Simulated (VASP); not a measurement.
The system is CClH3, in a box.

```
C Cl H
1.0
    12.76707    0.00000    0.00000
     0.00000   13.26707    0.00000
     0.00000    0.00000   13.76707
C Cl H
1 1 3
Direct
  0.49704 0.51348 0.49492
  0.53195 0.39889 0.55482
  0.55523 0.57099 0.51352
  0.41913 0.53623 0.51997
  0.49649 0.49980 0.41647
```

Base run:

* Program: VASP 6.6.1
* Functional: RPBE
* Dispersion: D3(BJ)
* Potentials or basis: VASP PAW PBE potentials, release 64 (C, Cl, H)
* Cutoff: 400 eV
* k mesh: 1 × 1 × 1
* Occupations: gaussian, width 0.01 eV
* Spin: no spin polarisation

Its results: gap between the frontier levels 6.17 eV; largest force 0.051 eV/Å.

Q: After a change of settings the same cell gave: gap between the frontier levels 7.02 eV; largest force 0.241 eV/Å. Which change was it?
A. functional from RPBE to optB86b-vdW; dispersion from D3(BJ) to none
B. functional from RPBE to rev-vdW-DF2; dispersion from D3(BJ) to none
C. dispersion from D3(BJ) to none
D. functional from RPBE to r2SCAN; dispersion from D3(BJ) to rVV10

A: D.

Caveats: the PAW data sets were made with another functional, which shifts forces and pressure a little.

Runs at the PBE level aren't shown here.
